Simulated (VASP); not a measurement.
Consider the following.

```
CELL_PARAMETERS angstrom
      3.48000     0.00000     0.00000
     -1.74000     3.01377     0.00000
      0.00000     0.00000     5.80000
ATOMIC_POSITIONS crystal
  B  0.00000 0.00000 0.00000
  B  0.00000 0.00000 0.50000
  Bi 0.33333 0.66667 0.25000
  Bi 0.66667 0.33333 0.75000
```

Calculation: PBEsol GGA, VASP's PBE PAW potentials (set 64) (plane waves; VASP). Numerical set-up: 520 eV cut-off, 8×8×4 Γ-centred mesh, Gaussian smearing of 0.050 eV, potentials B Bi_d.

Energy and stress use the plane-wave basis of the starting cell.

The ions, cell shape and volume are relaxed. Which structure does the run end with?

```
CELL_PARAMETERS angstrom
      3.73759     0.00000     0.00000
     -1.86880     3.23685     0.00000
      0.00000     0.00000     6.01107
ATOMIC_POSITIONS crystal
  B  0.00000 0.00000 0.00000
  B  0.00000 0.00000 0.50000
  Bi 0.33333 0.66667 0.25000
  Bi 0.66667 0.33333 0.75000
```
Space group P6_3/mmc (194), at a tolerance of 0.03 Å.

How do energy and volume change from the first to the last step?

The energy (σ→0) changes by -177.0 meV/atom and the volume by +19.5 %, in 9 ionic steps.

The structure was generated: BBi was put into the NiAs type type (P6_3/mmc), which need not be its known phase. This run relaxes it. Symmetry was kept, so distortions that lower it aren't found.
